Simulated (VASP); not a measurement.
Runs of VASP 6.6.1 on Al3GaSb4. It takes space group Cm (No. 8, monoclinic). Conventional cell: a = 14.477 Å, b = 4.365 Å, c = 7.560 Å, α = 90.00°, β = 100.02°, γ = 90.00°. Ga (site symmetry m) is surrounded by 4 Sb at 2.67 Å. Al (site symmetry m) has 4 Sb at 2.67 Å as nearest neighbours. Al (site symmetry m) has 4 Sb at 2.67 Å as nearest neighbours. Al (site symmetry m) is surrounded by 4 Sb at 2.67 Å. Sb (site symmetry m) is surrounded by 3 Al at 2.67 Å and 1 Ga at 2.67 Å. Around Sb (site symmetry m) lie 1 Ga at 2.67 Å and 3 Al at 2.67 Å. Around Sb (site symmetry m) lie 2 Al at 2.67 Å and 2 Ga at 2.67 Å. Sb (site symmetry m) has 4 Al at 2.67 Å as nearest neighbours. The cell comes from a database or a generator and needn't be the stable form of this composition.

```tsv
task	level	potentials or basis	cell	k mesh	cutoff (eV)	mesh quality	gap on the mesh (eV)	pressure (GPa)	largest force (eV/Å)
relaxation of cell and atoms	PBEsol	VASP PAW PBE potentials, release 64 (Ga_d, Al, Sb)	relaxed	3 × 3 × 2	600	coarse	0.61	0.0	0.01
band structure	PBEsol	VASP PAW PBE potentials, release 64 (Ga_d, Al, Sb)	Cm, 29.17 Å³/atom	3 × 3 × 2	520	coarse	0.61	0.0	0.01
band structure	PBEsol	VASP PAW PBE potentials, release 64 (Ga_d, Al, Sb)	Cm, 29.4 Å³/atom	8 × 8 × 5	520	not flagged	0.70	-0.4	(a)
band structure	LDA	VASP PAW LDA potentials, release 64 (Ga_d, Al, Sb)	Cm, 28.44 Å³/atom	4 × 4 × 3	300	not flagged	0.67	-	0.01
```

Alike in all rows: no spin polarisation; smearing gaussian 0.02 eV.

Q: Fill in the values left out.

A: (a) 0.12.

Caveats: some runs use coarse meshes; spin-orbit coupling is left out, which moves the levels of the heavy elements; the PAW data sets were made with another functional, which shifts forces and pressure a little (some runs); an odd mesh through Γ misses points on the zone boundary, where band edges often lie (some runs); the cutoff is under 1.25 times the usual one of these potentials, so pressure, stress and relaxed cells hold a basis-set (Pulay) error (some runs).

A k mesh can miss the band edges, and the runs leave out spin-orbit coupling on Ga, Sb.
